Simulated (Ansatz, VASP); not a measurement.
# Cross-check of TiAl3 between VASP and Ansatz, part 2 of 2

One calculation is typed for both programs; each brings its own data sets and cutoff. How far apart do they land?

VASP 6.6.1 and Ansatz 0.2.0.

So far: The starting structure; VASP: relaxation of cell and atoms, PBEsol.

## Step 3: Ansatz: relaxation of cell and atoms, PBEsol

Level of this step: Ansatz beside VASP: Kohn-Sham DFT, plane waves, PBEsol (Ansatz).

Ansatz runs on its default PAW (the set named soft_2) files.

The same cell, functional, mesh and smearing now go to Ansatz, which takes its cutoff from its data sets.

File input.yaml:

```yaml
crystal:
  lattice:
    - [-1.9111067713, 1.9111067713, 4.2806687947]
    - [1.9111067713, -1.9111067713, 4.2806687947]
    - [1.9111067713, 1.9111067713, -4.2806687947]
  atoms:
    - { symbol: Ti, position: [0.0, 0.0, 0.0] }
    - { symbol: Al, position: [0.5, 0.5, 0.0] }
    - { symbol: Al, position: [0.75, 0.25, 0.5] }
    - { symbol: Al, position: [0.25, 0.75, 0.5] }
hamiltonian:
  xc: pbesol
  pseudopotentials: { kind: paw }
kpoints:
  mp_grid: { grid: [8, 8, 8] }
scf:
  occupations: { method: fermi_dirac, width: 0.05 }
relax:
  f_tol: 0.01
  max_steps: 60
  cell: { stress_tol: 0.05 }
output:
  forces: true
  stress: true
  write_density: true
  write_potential: true
  elf: true
  volumetric_format: npy
```

Launch:

```console
> ansatz run input.yaml --threads 4 --pin off --max-ram 9216MiB --backend cpu --events-out ev --progress --plain --runs-dir out
```

Numbers of over 12 decimals in the logs are rounded to 6 here.

The program printed:

```text
Engine: ansatz 0.2.0, aarch64-unknown-linux-gnu
Pseudopotentials: kind: paw
Pseudopotential: Ti, paw, valence charge 12, recommended cutoff 420 eV (normal), Ti.paw.azcp
Pseudopotential: Al, paw, valence charge 3, recommended cutoff 420 eV (normal), Al.paw.azcp
Functional definition: PBEsol
  exchange = pbesol_x
  correlation = pbesol_c
Crystal: 4 atoms, lattice volume = 62.538 Å³
Basis set: ecut = 420 eV, 1203 PW (Γ), exchange–correlation on 72×72×72 points (8 copies of the dense FFT grid, shifted against one another)
Bands: 15, of which v1, the nominal top of the filled ones, is band 11 counted from 1 (10 counted from 0)
Symmetry: 16 space group operations
Space group: I4/mmm (ITA 139), of the structure as read, at distance tolerance 4.0e-5 Å
k-points: 59 of 512
Non-local potential: Ti, projectors of the file, l = 0: 3, l = 1: 2, l = 2: 3, l = 3: 1
Non-local potential: Al, projectors of the file, l = 0: 2, l = 1: 2, l = 2: 1
PAW form: soft (Blöchl's): semilocal exchange-correlation on the pseudo side does not see the compensation charge
PAW frozen core: Ti, regenerated for the run's functional, and the local potential with it (the file was generated under x = pbe(κ = 0.804, μ = 0.219515), c = pbe(β = 0.066725))
PAW frozen core: Al, regenerated for the run's functional, and the local potential with it (the file was generated under x = pbe(κ = 0.804, μ = 0.219515), c = pbe(β = 0.066725))
PAW one-centre angular grid: Ti, 590 points (default); XC on 64 Gauss nodes
PAW one-centre angular grid: Al, 110 points (default); XC on 64 Gauss nodes
Initial density: superposition of atomic densities (neutral atoms: chi_scale 0, normalization atom), corrected by the library's trained network
Initial wavefunctions: pseudopotential atomic-orbital guess
Functional: x = pbesol(κ = 0.804, μ = 0.123457), c = pbesol(β = 0.046)
SCF iter   1: F=—  HF=-4049.172484 eV  |F-HF|=—  |Δ(HF+E_count)|=         —  Δρ=5.25e-3  dr2=1.89e-2  ethr=1.77e-3  ⟨swp⟩=5.7  Hψ=5221  notcnv=0
preconditioner: auto → Kerker (q_TF=auto, 2.275 Å⁻¹)  [metal: Δε(μ)=0.046 eV  Ē_g=5.571 eV  σ=0.050 eV  W_gap=0.22  n_scr=10 (ndim 8)  ℏωp=16.9 eV  f_vac=0.000  D(μ)=1.29/eV (n_scr^D=10)]
SCF iter   2: F=—  HF=-4049.169366 eV  |F-HF|=—  |Δ(HF+E_count)|=   3.12e-3  Δρ=2.05e-3  dr2=2.75e-3  ethr=9.00e-5  ⟨swp⟩=2.0  Hψ=1595  notcnv=0
SCF iter   3: F=—  HF=-4049.168896 eV  |F-HF|=—  |Δ(HF+E_count)|=   4.71e-4  Δρ=4.54e-4  dr2=1.62e-4  ethr=1.31e-5  ⟨swp⟩=2.1  Hψ=1092  notcnv=0
SCF iter   4: F=—  HF=-4049.168858 eV  |F-HF|=—  |Δ(HF+E_count)|=   3.80e-5  Δρ=5.03e-5  dr2=2.22e-6  ethr=7.72e-7  ⟨swp⟩=2.4  Hψ=1212  notcnv=0
SCF iter   5: F=—  HF=-4049.168866 eV  |F-HF|=—  |Δ(HF+E_count)|=   7.92e-6  Δρ=1.16e-5  dr2=7.78e-8  ethr=1.06e-8  ⟨swp⟩=2.4  Hψ=1244  notcnv=0
SCF iter   6: F=-4049.168866 eV  HF=-4049.168866 eV  |F-HF|=1.69e-9  |Δ(HF+E_count)|=   5.70e-9  Δρ=2.32e-6  dr2=3.24e-9  ethr=3.70e-10  ⟨swp⟩=4.8  Hψ=4401  notcnv=0
SCF 1 converged in 6 iterations: F = -4049.168866 eV  dr2 = 3.24e-9
  greatest PAW one-centre occupation: 0.999 electrons in one spin orbital (limit 2), on the Ti atom at site 0 (counted from 0), in its partial waves of l = 0
relax step   1: F+E_penalty+E_count = -4049.16886581 eV  Δ(F+E_penalty+E_count) = +0.000e0 eV  max|allowed force component| = 5.204e-18 eV/Å  Δτ_max = 0.0000 Å  P = -0.495 GPa  Ω = 62.538 Å³  (6 SCF iters, dr2 threshold 1.00e-7 eV, accepted)
[...]
relax step   2: F+E_penalty+E_count = -4049.16932128 eV  Δ(F+E_penalty+E_count) = -4.555e-4 eV  max|allowed force component| = 1.041e-17 eV/Å  Δτ_max = 0.0000 Å  P = +0.204 GPa  Ω = 62.145 Å³  energy of the carried Pulay correction = +1.212e-4 eV  (6 SCF iters, dr2 threshold 4.00e-7 eV, accepted)
[...]
relax step   3: F+E_penalty+E_count = -4049.16938252 eV  Δ(F+E_penalty+E_count) = -6.124e-5 eV  max|allowed force component| = 5.204e-18 eV/Å  Δτ_max = 0.0000 Å  P = -0.000 GPa  Ω = 62.260 Å³  energy of the carried Pulay correction = +8.541e-5 eV  (6 SCF iters, dr2 threshold 2.71e-7 eV, accepted)
[...]
relax step   4: F+E_penalty+E_count = -4049.16930310 eV  Δ(F+E_penalty+E_count) = +7.942e-5 eV  max|allowed force component| = 6.939e-18 eV/Å  Δτ_max = 0.0000 Å  P = -0.003 GPa  Ω = 62.260 Å³  stress off target by 9.54e-3 GPa  SCF on the basis re-selected at this cell (its energy is not comparable with the rows above)  (7 SCF iters)
basis re-selected at this cell: Δ(F+E_penalty+E_count) = +7.942e-5 eV, ΔP = -0.003 GPa vs the last step (what re-selecting the basis moved, of the pressure what is left beyond the Pulay correction that the steps carried, after the strain that the cell walked since its last selection, with what the two solves' SCF thresholds leave and, on support functions, any second-order correction that the steps lacked; it is no m [...]
SCF converged after 7 iterations
Free energy (F): -4049.169303 eV
Harris-Foulkes:  -4049.169303 eV  (|F-HF|=9.09e-13)
Internal energy: -4049.157978 eV  (E = F + TS)
E sigma→0 (E₀):  -4049.163641 eV
Entropy (-TS):   -0.011325 eV (-2.831 meV/atom)
Fermi energy:    9.677860 eV
--- Per-component energies (eV) ---
  E_band       = -149.301689
  E_kinetic    = 344.637833
  E_local      = -1186.603690  (includes V_loc(G=0)·N_el)
  E_nonlocal   = 41.843070
  E_hartree    = 522.396531
  E_xc         = -216.686655
  E_vxc        = -211.276114  (∫ρ·V_xc dr)
  E_paw        = -2387.815054  (= ΣΔE_a)
  E_vpaw       = -182.695955  (= ΣTr[D̂ρ^β])
  E_aug_tail   = 0.000104  (compensation charges beyond the density's cutoff)
  E_ewald      = -1167.126919
  E_core_change = 0.196801  (= ΣΔE_core)
  E_smearing   = -0.011325  (= −TS)
  E_closure    = -0.000000  (closes the sum)
  Σ components = -4049.169303   (vs F -4049.169303, Δ=0.00e0)
--- Forces (eV/Å), atoms counted from 1 ---
  atom   1  Ti    -0.00000000     0.00000000     0.00000000
  atom   2  Al     0.00000000     0.00000000     0.00000000
  atom   3  Al     0.00000000    -0.00000000     0.00000000
  atom   4  Al    -0.00000000     0.00000000     0.00000000
  max |Σ_I F_I| component: 1.73e-18 eV/Å
--- Stress (GPa, compression-positive) ---
        0.000481       0.000000       0.000000
        0.000000       0.000481       0.000000
        0.000000      -0.000000      -0.009539
  P = ⅓ Tr σ = -0.0029 GPa (-0.029 kbar)
--- Band table (eV; the first three rows and the last of 59) ---
  k-point 0: bands = [... 7 lower, 8.2371, 8.4407, 8.4407, 10.5220, 11.4361, 11.4361, 11.9027, 12.1812]
  k-point 1: bands = [... 7 lower, 7.6183, 7.9336, 8.4408, 9.3671, 11.5991, 11.7167, 11.7201, 12.7561]
  k-point 2: bands = [... 7 lower, 7.3246, 7.4291, 8.1081, 8.4631, 11.6467, 11.7140, 11.9040, 12.8522]
  k-point 58: bands = [... 7 lower, 8.7633, 8.7633, 9.4282, 10.3822, 10.3822, 10.6438, 12.7492, 14.4987]
--- Relaxed structure (3 steps of the walk, 3 accepted, 1 SCFs on fresh bases) ---
  F+E_penalty+E_count = -4049.16930310 eV   max|allowed force component| = 6.939e-18 eV/Å   (the final SCF, on the basis selected at the relaxed cell)
  cell:  # Å, volume = 62.2598 Å³
    - [-1.908335, 1.908335, 4.274039]
    - [1.908335, -1.908335, 4.274039]
    - [1.908335, 1.908335, -4.274039]
  atoms:
    - { symbol: Ti, position: [0, 0, 0] }
    - { symbol: Al, position: [0.5, 0.5, 0] }
    - { symbol: Al, position: [0.75, 0.25, 0.5] }
    - { symbol: Al, position: [0.25, 0.75, 0.5] }
```

Wall time 4.5 s (4 threads of Arm Neoverse V1, shared host); peak memory 0.41 GiB; 16 s of CPU time.

## Step 4: Comparison

Known differences besides the potentials themselves: both relaxations stop at a tolerance, which leaves soft axes loose, and VASP keeps its plane-wave basis; the cutoff is 420 eV in Ansatz and 520 eV in VASP; Ansatz makes its cores anew for this functional, VASP keeps those of its PBE data sets; VASP leaves aspherical gradient terms in its spheres out (LASPH is not set), Ansatz keeps them; Ansatz adds a Pulay correction to the stress that steers its cell, VASP none. Total energies have different zeros and are not compared.

The two programs side by side:

```csv
quantity,Ansatz,VASP,difference
volume (Å³),62.26,62.33,-0.11 %
"edge a after relaxation, in the typed setting (Å)",5.055,5.057,-0.04 %
```

The walks stopped with 0.00 GPa left in Ansatz and -0.03 GPa in VASP; each walk ends within a tolerance, so the volume difference is uncertain by about these residues over the bulk modulus, most in soft cells.

## Step 5: Results

```
difference in volume (relaxation of cell and atoms, PBEsol) : -0.11 %
```

What this shows: The difference in volume is -0.11 % (relaxation of cell and atoms, PBEsol), within the 1.2 % picked in this series as the mark of a large difference, as far as the stopping tolerances let one tell. How closely two codes agree says nothing of how well the functional describes the real material.

[Lines on the potential files, build, host, timing and source positions are cut from VASP's logs without a mark.]

[Logs are printed without paths, hosts, clocks, repeated set-up lines and the standing remarks that a program may print on its own settings, such as how far it seeks lower states.]

[Hosts, paths, dates, database ids (printed as entryN), source tags and the programs' standing remarks are cut or masked in the printed files.]
